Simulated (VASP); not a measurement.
Consider the following.

```
CELL_PARAMETERS angstrom
      0.00000     2.23114     2.23114
      2.23114     0.00000     2.23114
      2.23114     2.23114     0.00000
ATOMIC_POSITIONS crystal
  Hf 0.00000 0.00000 0.00000
  N  0.50000 0.50000 0.50000
```

These are LDA (Ceperley-Alder, Perdew-Zunger), VASP's LDA PAW potentials (set 64) (plane waves; VASP) values and carry that method's errors. Run with 620 eV cut-off, 14×14×14 Γ-centred mesh, first-order Methfessel-Paxton smearing of 0.10 eV, potentials Hf_pv N.

### Question
The ions, cell shape and volume at an external pressure of 5.0 GPa are relaxed. Give the cell that the relaxation ends in.

### Answer

```
CELL_PARAMETERS angstrom
      0.00000     2.21944     2.21944
      2.21944     0.00000     2.21944
      2.21944     2.21944     0.00000
ATOMIC_POSITIONS crystal
  Hf 0.00000 0.00000 0.00000
  N  0.50000 0.50000 0.50000
```
Space group Fm-3m (225), at a tolerance of 0.03 Å.

### Question
How do energy and volume change from the first to the last step?

### Answer
The energy (σ→0) changes by +2.6 meV/atom and the volume by -1.6 %, in 3 ionic steps.

The compound is HfN in the rock salt structure. This run relaxes it under an external pressure of 5 GPa. Symmetry was kept, so distortions that lower it aren't found. The electron count is odd and the run is not spin-polarised, which forces a metal.
